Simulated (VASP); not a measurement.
VASP ran on this input.

INCAR:
```
! general
SYSTEM =KCl
PREC   =Accurate
ENCUT  =500
LREAL  =.FALSE.   ! projection in real space or not
LASPH  =.TRUE.   ! aspherical one-centre terms

! electronic loop
EDIFF  =1E-6
NELM   =100   ! most electronic steps
ALGO   =Normal   ! blocked Davidson

! smearing
ISMEAR =0   ! Gaussian
SIGMA  =0.05

! functional
GGA    =PS

! ions
IBRION =2   ! conjugate gradients
NSW    =40   ! most ionic steps
ISIF   =3
EDIFFG =-0.02   ! ionic stop
PSTRESS=100   ! kbar

! output
LWAVE  =.FALSE.
LCHARG =.FALSE.
```

**KPOINTS**
```
Automatic mesh
0
Gamma
8 8 8
0 0 0
```

File POSCAR:
```
KCl
1
   -0.0000000000     2.9480328992     2.9480328992
    2.9480328992     0.0000000000     2.9480328992
    2.9480328992     2.9480328992     0.0000000000
K Cl
1 1
Direct
  0.0000000000   0.0000000000   1.0000000000
  0.5000000000   0.5000000000   0.5000000000
```

POTCAR, in this order: K_sv Cl (PBE.64 set). Program: vasp_std.

Task: Translate this PBEsol calculation to Quantum ESPRESSO's pw.x.

Result: One equivalent input (not run):
```
&CONTROL
  calculation = 'vc-relax'
  pseudo_dir = './pseudo'
  outdir = './out'
  tprnfor = .true.
  tstress = .true.
  nstep = 40
  forc_conv_thr = 0.00078
/
&SYSTEM
  ibrav = 0
  nat = 2
  ntyp = 2
  ecutwfc = 74
  occupations = 'smearing'
  smearing = 'gaussian'
  degauss = 0.003675
  input_dft = 'pbesol'
/
&ELECTRONS
  conv_thr = 7.3e-08
  electron_maxstep = 100
/
&IONS
/
&CELL
  press = 100
/
ATOMIC_SPECIES
  K 39.098 K.upf
  Cl 35.450 Cl.upf
CELL_PARAMETERS angstrom
    -0.0000000    2.9480329    2.9480329
     2.9480329    0.0000000    2.9480329
     2.9480329    2.9480329    0.0000000
ATOMIC_POSITIONS crystal
  K    0.0000000  0.0000000  1.0000000
  Cl   0.5000000  0.5000000  0.5000000
K_POINTS automatic
  8 8 8 0 0 0
```
The two are equivalent in intent, not identical: the potentials are each code's own (VASP's PAW set, PseudoDojo norm-conserving files in pw.x), so ENCUT and ecutwfc are chosen apart and not converted; conv_thr bounds pw.x's estimated SCF error, while EDIFF bounds the energy change between steps; forc_conv_thr acts on force components and is met together with etot_conv_thr.

The compound is KCl in the rock salt structure. This run relaxes it under an external pressure of 10 GPa. Symmetry was kept, so distortions that lower it aren't found.
